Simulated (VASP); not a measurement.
Input of a VASP 6.6.1 run:

The input INCAR:

```
SYSTEM = TaMo2C3
PREC = Normal
ENCUT = 520
EDIFF = 1E-4
ISMEAR = 0
SIGMA = 0.15
LREAL = .FALSE.
LASPH = .TRUE.
NELM = 60
ALGO = Fast
ISIF = 3
LWAVE = .FALSE.
LCHARG = .FALSE.
GGA = PE
IBRION = 2
NSW = 24
EDIFFG = -0.08
```

The input KPOINTS:

```
Automatic mesh
0
G
  5 5 3
  0 0 0
```

The input POSCAR:

```
TaMo2C3
1.0
    3.8621622400      0.0000000000      0.0000000000
    0.0000000000      3.8621622400      0.0000000000
    0.0000000000      0.0000000000      7.0555944200
Ta Mo C
1 2 3
Direct
    0.0000000000      0.0000000000      0.3881445200
    0.5000000000      0.5000000000      0.1398700800
    0.5000000000      0.5000000000      0.7409420500
    0.5000000000      0.0000000000      0.7693668000
    0.0000000000      0.5000000000      0.7693668000
    0.5000000000      0.5000000000      0.4292315600
```

Potentials or basis: VASP PAW PBE potentials, release 64 (Ta_pv, Mo_sv, C).

Launch:

```sh
$ cat potpaw_PBE.64/Ta_pv/POTCAR potpaw_PBE.64/Mo_sv/POTCAR potpaw_PBE.64/C/POTCAR > POTCAR
$ mpirun -np 1 vasp_std > vasp.out
```

(1) Estimate the relaxed cell.

(2) Predict the space group after relaxing (to 0.05 Å).

(3) Estimate the band gap on the k mesh.

Answers

(1) a = 3.139 Å, b = 3.139 Å, c = 7.119 Å, α = 90.00°, β = 90.00°, γ = 90.00°.

(2) P4/mmm (No. 123).

(3) none (metal or under the smearing width).
